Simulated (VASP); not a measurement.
Consider the following.

```xyz
2
Lattice="0.0000 2.2607 2.2607 2.2607 0.0000 2.2607 2.2607 2.2607 0.0000" Properties=species:S:1:pos:R:3 pbc="T T T"
Ga     0.0000     0.0000     0.0000
N      1.1303     1.1303     1.1303
```

Calculation: optB86b-vdW, VASP's PBE PAW potentials (set 64) (plane waves; VASP 6.6.1). Settings: 520 eV cut-off, 10×10×10 Γ-centred mesh, Gaussian smearing of 0.050 eV, potentials Ga_d N.

Give the energy at these volumes per atom, relative to the lowest: 10.85, 11.20, 11.54, 11.89, 12.24 Å³.

26.9, 6.5, 0.0, 5.2, 20.4 meV/atom. A third-order Birch-Murnaghan fit gives B0 = 180 GPa and B0′ = 4.5.

Measured: a 4.500 Å at 300 K (computed value off by +0.5 %), as given by I. Vurgaftman et al., Journal of Applied Physics (2001), doi:10.1063/1.1368156. The calculation is for a static lattice, while the measured a holds thermal and zero-point effects, which are part of the difference.

The compound is GaN in the zinc blende structure, a metastable form; wurtzite is the usual one. It was relaxed first.
